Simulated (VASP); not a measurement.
The cell holds one ZrS$_{2}$ (1T layered) monolayer, with vacuum along c. Ionisation potential and electron affinity count from the cell's own band edges, surface states included.

Given:

```
ZrS2
1.0
    3.65395     0.00000     0.00000
   -1.82698     3.16441     0.00000
    0.00000     0.00000    18.42287
S Zr
2 1
Cartesian
  1.82698   1.05480   7.75516
  0.00000   2.10961  10.66770
  0.00000   0.00000   9.21143
```

Level of theory: PBE GGA with D3 dispersion (Becke-Johnson damping), VASP's PBE PAW potentials (set 64) (plane waves; VASP). Run with 400 eV cut-off, 12×12×1 Γ-centred mesh, Gaussian smearing of 0.050 eV, potentials S Zr_sv.

Task: Predict its energy to cut it from the bulk, per area, ionisation potential, electron affinity, band gap (on the k-mesh).

Result: 
```json
{
 "energy_to_cut_it_from_the_bulk_per_area": "25.2 meV/Å²",
 "ionisation_potential": "6.40 eV",
 "electron_affinity": "5.28 eV",
 "band gap (on the k-mesh)": "1.12 eV"
}
```

The cell is a sheet with vacuum, built from ZrS2 (1T layered).
